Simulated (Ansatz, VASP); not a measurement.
# Cross-check of TiB2 between VASP and Ansatz

Aim: how closely do two programs agree when they are given the same cell, functional and k mesh? The cell is taken from a series of runs on this material, whose earlier steps may have relaxed, scaled, displaced or heated it; both programs get it as it stands.

Main program and level: Ansatz 0.2.0; plane waves, with VASP 6.6.1 beside it; zone-centre phonons at LDA.

**1. The structure**

The structure is hexagonal, space group P6/mmm (No. 191). The conventional cell has a = 3.028 Å, b = 3.028 Å, c = 3.212 Å, α = 90.00°, β = 90.00°, γ = 120.00°. Nearest to B lie 3 B at 1.75 Å and 6 Ti at 2.37 Å. Nearest to Ti lie 12 B at 2.37 Å. Farther neighbours are not listed.

As a file:

```cif
data_structure
_symmetry_space_group_name_H-M 'P6/mmm'
_symmetry_Int_Tables_number 191
_cell_length_a 3.0280
_cell_length_b 3.0280
_cell_length_c 3.2122
_cell_angle_alpha 90.000
_cell_angle_beta 90.000
_cell_angle_gamma 120.000
_cell_volume 25.51
loop_
_atom_site_label
_atom_site_type_symbol
_atom_site_symmetry_multiplicity
_atom_site_Wyckoff_symbol
_atom_site_fract_x
_atom_site_fract_y
_atom_site_fract_z
_atom_site_occupancy
B1 B 2 d 0.33333 0.66667 0.50000 1
Ti1 Ti 1 a 0.00000 0.00000 0.00000 1
```

**2. Ansatz: zone-centre phonons, LDA**

Ansatz runs on its PAW soft_1 files.

Second derivatives magnify differences that forces hide, and they need a tight electronic threshold.

input.yaml reads:

```yaml
crystal:
  lattice:
    - [3.0279671586, 0.0, 0.0]
    - [-1.5139835793, 2.6222964812, 0.0]
    - [0.0, 0.0, 3.2122319675]
  atoms:
    - { symbol: B, position: [0.3333333333, 0.6666666667, 0.5] }
    - { symbol: B, position: [0.6666666667, 0.3333333333, 0.5] }
    - { symbol: Ti, position: [0.0, 0.0, 0.0] }
kpoints:
  mp_grid: { grid: [18, 18, 16] }
hamiltonian:
  xc: lda
  pseudopotentials: { kind: paw, azcp: { folder: soft_1 }, xc_functional: pbe }
scf:
  occupations: { method: methfessel_paxton, width: 0.2 }
output:
  eigenvalues: true
phonons:
  method: dfpt
```

Run with:

```
ansatz run input.yaml --threads 4 --pin off --max-ram 10240MiB --backend cpu --events-out ev --progress --plain --runs-dir out
```

Numbers of over 12 decimals in the logs are rounded to 6 here.

The log of the run:

```text
zone centre: on kpoints.mp_grid the ground state, and the responses unless they are solved on pairs of k-points, stand on 819 of the mesh's 5184 k-points, reduced under 4 symmetry operations, with k and −k counted as one. Each operation leaves every solved displacement unchanged or reverses it
Engine: ansatz 0.2.0, x86_64-unknown-linux-gnu
Pseudopotentials: kind: paw
Pseudopotential: B, paw, valence charge 3, recommended cutoff 420 eV (normal), soft_1/B.paw.azcp
Pseudopotential: Ti, paw, valence charge 12, recommended cutoff 420 eV (normal), soft_1/Ti.paw.azcp
Functional definition: SPW92
  exchange = slater_x
  correlation = pw_c
Crystal: 3 atoms, lattice volume = 25.506 Å³
Basis set: ecut = 420 eV, 503 PW (Γ), exchange–correlation on 48×48×48 points (8 copies of the dense FFT grid, shifted against one another)
Bands: 13, of which v1, the nominal top of the filled ones, is band 9 counted from 1 (8 counted from 0)
Symmetry: 24 space group operations
k-points: 819 of 5184 (irreducible under 4 space group operations, time reversal used)
Non-local potential: B, projectors of the file, l = 0: 2, l = 1: 2, l = 2: 1
Non-local potential: Ti, projectors of the file, l = 0: 3, l = 1: 2, l = 2: 3, l = 3: 1
PAW form: soft (Blöchl's): semilocal exchange-correlation on the pseudo side does not see the compensation charge
PAW frozen core: B, regenerated for the run's functional, and the local potential with it (the file was generated under x = pbe(κ = 0.804, μ = 0.219515), c = pbe(β = 0.066725))
PAW frozen core: Ti, regenerated for the run's functional, and the local potential with it (the file was generated under x = pbe(κ = 0.804, μ = 0.219515), c = pbe(β = 0.066725))
PAW one-centre angular grid: B, 110 points (default); XC on 64 Gauss nodes
PAW one-centre angular grid: Ti, 590 points (default); XC on 64 Gauss nodes
Initial density: superposition of atomic densities (chi_scale 0.1, normalization cell, long waves kept (reshape's long-wave potential 0.00 eV rms))
Initial wavefunctions: pseudopotential atomic-orbital guess
Functional: x = slater, c = lda
SCF iter   1: F=—  HF=-2754.449890 eV  |F-HF|=—  |Δ(HF+E_count)|=         —  Δρ=1.07e-1  dr2=4.65e0  ethr=3.10e-3  ⟨swp⟩=4.3  Hψ=50035  notcnv=0
preconditioner: auto → none  [metal: Δε(μ)=0.019 eV  Ē_g=9.381 eV  σ=0.200 eV  W_gap=0.08  n_scr=8 (ndim 8)  ℏωp=23.3 eV  f_vac=0.000  D(μ)=0.43/eV (n_scr^D=0)  sad-step TF]
SCF iter   2: F=—  HF=-2753.826750 eV  |F-HF|=—  |Δ(HF+E_count)|=   6.23e-1  S|Δr|=    0.00e0  Δρ=7.11e-2  dr2=2.20e0  ethr=3.10e-3  ⟨swp⟩=2.0  Hψ=20339  notcnv=0
SCF iter   3: F=—  HF=-2753.285370 eV  |F-HF|=—  |Δ(HF+E_count)|=   5.41e-1  S|Δr|=    0.00e0  Δρ=8.70e-3  dr2=2.38e-2  ethr=3.10e-3  ⟨swp⟩=3.0  Hψ=20408  notcnv=0
SCF iter   4: F=—  HF=-2753.282524 eV  |F-HF|=—  |Δ(HF+E_count)|=   2.85e-3  S|Δr|=    0.00e0  Δρ=9.97e-4  dr2=2.72e-4  ethr=1.32e-4  ⟨swp⟩=1.7  Hψ=18403  notcnv=0
SCF iter   5: F=—  HF=-2753.282543 eV  |F-HF|=—  |Δ(HF+E_count)|=   1.85e-5  S|Δr|=    0.00e0  Δρ=3.22e-4  dr2=4.41e-5  ethr=1.51e-6  ⟨swp⟩=2.0  Hψ=14765  notcnv=0
SCF iter   6: F=—  HF=-2753.282535 eV  |F-HF|=—  |Δ(HF+E_count)|=   7.86e-6  S|Δr|=    0.00e0  Δρ=7.34e-5  dr2=1.59e-6  ethr=2.45e-7  ⟨swp⟩=2.4  Hψ=14761  notcnv=0
SCF iter   7: F=—  HF=-2753.282535 eV  |F-HF|=—  |Δ(HF+E_count)|=   2.97e-8  S|Δr|=    0.00e0  Δρ=5.19e-6  dr2=5.17e-9  ethr=8.84e-9  ⟨swp⟩=2.8  Hψ=16696  notcnv=0
SCF iter   8: F=—  HF=-2753.282535 eV  |F-HF|=—  |Δ(HF+E_count)|=   3.25e-9  S|Δr|=    0.00e0  Δρ=1.09e-6  dr2=3.41e-10  ethr=2.87e-11  ⟨swp⟩=2.0  Hψ=16896  notcnv=0
SCF iter   9: F=—  HF=-2753.282535 eV  |F-HF|=—  |Δ(HF+E_count)|=  9.73e-11  S|Δr|=    0.00e0  Δρ=2.10e-7  dr2=1.53e-11  ethr=1.89e-12  ⟨swp⟩=2.9  Hψ=18000  notcnv=0
SCF iter  10: F=-2753.282535 eV  HF=-2753.282535 eV  |F-HF|=0.00e0  |Δ(HF+E_count)|=  3.64e-12  S|Δr|=    0.00e0  Δρ=7.33e-9  dr2=2.12e-14  ethr=1.00e-12  ⟨swp⟩=4.7  Hψ=37310  notcnv=0
SCF 1 converged in 10 iterations: F = -2753.282535 eV  dr2 = 2.12e-14
  greatest PAW one-centre occupation: 0.998 electrons in one spin orbital (limit 2), on the Ti atom at site 2 (counted from 0), in its partial waves of l = 0
DFPT response loops at Γ: preconditioner auto → Kerker (q_TF=auto, 2.574 Å⁻¹) (partly filled bands, converged f_vac=0.000); β = 1.00, the filter's whole step (`scf.mixing.beta` (0.50) is not read by the response loops under this deck's `scf.mixing.preconditioner`; to damp them name `kerker` or `kerker_dos`, under which they read `scf.mixing.beta`, and type it under 1.00, their step now; both keys bind the ground state too); Broyden in place of MSR1
SCF converged after 10 iterations
Stability not checked: this state was not tested for a lower state beside it, because cold or Methfessel-Paxton smearing, or corrected tetrahedra, fill the levels in a way that the test cannot read (fill_not_monotonic; see scf.lower_state_search)
Free energy (F): -2753.282535 eV
Harris-Foulkes:  -2753.282535 eV  (|F-HF|=0.00e0)
Internal energy: -2753.283183 eV  (E = F + TS)
E sigma→0 (E₀):  -2753.282697 eV
Entropy (-TS):   0.000649 eV (0.216 meV/atom)
Fermi energy:    14.926861 eV
--- Per-component energies (eV) ---
  E_band       = -95.061140
  E_kinetic    = 383.896227
  E_local      = -843.139276  (includes V_loc(G=0)·N_el)
  E_nonlocal   = 81.086668
  E_hartree    = 344.644513
  E_xc         = -183.326434
  E_vxc        = -225.892925  (∫ρ·V_xc dr)
  E_paw        = -1137.957515  (= ΣΔE_a)
  E_vpaw       = -180.300780  (= ΣTr[D̂ρ^β])
  E_aug_tail   = -0.000077  (compensation charges beyond the density's cutoff)
  E_ewald      = -1398.904909
  E_core_change = 0.417619  (= ΣΔE_core)
  E_smearing   = 0.000649  (= −TS)
  E_closure    = 0.000000  (closes the sum)
  Σ components = -2753.282535   (vs F -2753.282535, Δ=0.00e0)
--- Band table (eV; the first three rows and the last of 819) ---
  k-point 0: bands = [... 5 lower, 12.2551, 12.2551, 12.6771, 12.7736, 16.7916, 16.7916, 18.5837, 18.5837]
  k-point 1: bands = [... 5 lower, 11.9394, 12.2969, 12.2969, 13.4562, 16.6503, 16.6503, 18.4915, 18.4915]
  k-point 2: bands = [... 5 lower, 11.1151, 12.4216, 12.4216, 14.1262, 16.3054, 16.3054, 18.2259, 18.2259]
  k-point 818: bands = [... 5 lower, 7.8518, 9.6620, 10.8771, 12.1586, 17.3297, 18.0710, 18.7201, 19.4765]
--- Phonons (Γ-DFPT): 4 representative perturbations + reference, on 819 of 5184 k-points (Σ response iterations 12) ---
  k mesh reduced under 4 symmetry operations, with k and −k counted as one. Each operation leaves every solved displacement unchanged or reverses it
  ASR residual: 2.390e-6 → 0.000e0 eV/Å²; symmetrization residual: 6.587e-7 eV/Å²
  ASR residual per site (eV/Å²): 2.39e-6 2.39e-6 1.14e-6
  Γ frequencies (cm⁻¹): 0.00 0.00 0.00 501.74 506.67 506.67 552.42 872.36 872.36
  non-analytic LO–TO correction: not included (Born effective charges unavailable; polar crystals: no LO–TO splitting at Γ)
```

Reading the cycles: dr2 is the Hartree energy of the density residual (eV), the measure of convergence; HF is the Harris–Foulkes estimate of the energy, which meets the free energy F at convergence.

[end of part 1 of 2]

[Lines on the potential files, build, host, timing and source positions are cut from VASP's logs without a mark.]

[Logs are printed without paths, hosts, clocks, repeated set-up lines and the standing remarks that a program may print on its own settings, such as how far it seeks lower states.]

[Hosts, paths, dates, database ids (printed as entryN), source tags and the programs' standing remarks are cut or masked in the printed files.]
